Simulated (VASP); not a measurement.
These are AM05 GGA, VASP's PBE PAW potentials (set 64) (plane waves; VASP) values and carry that method's errors.

VASP input:

KPOINTS:
```
Automatic mesh
0
Gamma
14 14 14
0 0 0
```

### INCAR
```
ALGO = Normal
EDIFF = 1E-7
ENCUT = 520
GGA = AM
ISIF = 2
ISMEAR = -5
LASPH = .TRUE.
LCHARG = .TRUE.
LORBIT = 11
LREAL = .FALSE.
LWAVE = .FALSE.
NEDOS = 601
NELM = 100
PREC = Accurate
SYSTEM = Na
```

File POSCAR:
```
Na
2.0997270
 -0.9999999736   0.9999999736   0.9999999736
  0.9999999736  -0.9999999736   0.9999999736
  0.9999999736   0.9999999736  -0.9999999736
Na
1
Cartesian
  0.0000000000   0.0000000000   0.0000000000
```

POTCAR, in this order: Na_pv (PBE.64 set). Program: vasp_std.

Q: Predict the energy per atom (σ→0), band gap (on the k-mesh).

A: 
| Quantity | Result |
|---|---|
| energy per atom (σ→0) | -1.304 eV/atom |
| band gap (on the k-mesh) | none (metal, semimetal or under 0.01 eV) |

File OSZICAR:
```
...
DAV:   4    -0.130785331240E+01   -0.29510E-02   -0.29512E-02  1792   0.204E+00
DAV:   5    -0.130789401409E+01   -0.40702E-04   -0.40704E-04  1876   0.201E-01    0.263E-01
DAV:   6    -0.130538412159E+01    0.25099E-02   -0.48250E-03  1862   0.136E+00    0.154E-01
DAV:   7    -0.130448874369E+01    0.89538E-03   -0.45448E-03  1841   0.114E+00    0.517E-02
DAV:   8    -0.130442842241E+01    0.60321E-04   -0.30148E-04  1596   0.415E-01    0.227E-03
DAV:   9    -0.130442902076E+01   -0.59836E-06   -0.12911E-06  1862   0.180E-02    0.112E-03
DAV:  10    -0.130442904049E+01   -0.19727E-07   -0.27660E-07  1575   0.604E-03
   1 F= -.13044290E+01 E0= -.13044290E+01  d E =0.000000E+00
```

The compound is Na in the bcc structure. It was relaxed first.
